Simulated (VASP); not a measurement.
```
As
1.0
    5.07879    -1.79688     0.48184
    5.07879     1.79688     0.48184
    4.16090     0.00000     3.45571
As
2
Direct
  0.21230   0.21230   0.21230
  0.78770   0.78770   0.78770
```

Calculation: r2SCAN meta-GGA with spin-orbit coupling, VASP's PBE PAW potentials (set 64) (plane waves; VASP 6.6.1). Run with 400 eV cut-off, 8×8×8 Γ-centred mesh, Gaussian smearing of 0.050 eV, potentials As.

Question: Give the energies of bands 5 to 16 at the high-symmetry points, in eV from the valence-band maximum.

Answer: 
```
band      Γ      T     H2      L     S0      F
----  -----  -----  -----  -----  -----  -----
5     -2.55  -1.26  -5.29  -4.35  -5.58  -4.73
6     -2.55  -1.26  -5.29  -4.35  -5.58  -4.73
7     -1.25  -0.99  -4.18  -3.07  -3.43  -3.22
8     -1.25  -0.99  -4.18  -3.07  -3.43  -3.22
9     -1.01   0.00  -2.19  -2.08  -2.94  -3.02
10    -1.01   0.00  -2.19  -2.08  -2.94  -3.02
11     1.75   1.02   1.83   0.82   1.62   1.59
12     1.75   1.02   1.83   0.82   1.62   1.59
13     2.69   2.51   4.25   1.55   3.91   3.72
14     2.69   2.51   4.25   1.55   3.91   3.72
15     2.92   2.73   4.37   3.56   4.58   4.20
16     2.92   2.73   4.37   3.56   4.58   4.20
```

The gap is indirect, 0.41 eV, from the valence maximum at T to the conduction minimum at (0.38, 0.00, 0.00).

The compound is As in the a7 structure. It was relaxed first, which changed the volume by +30 %.
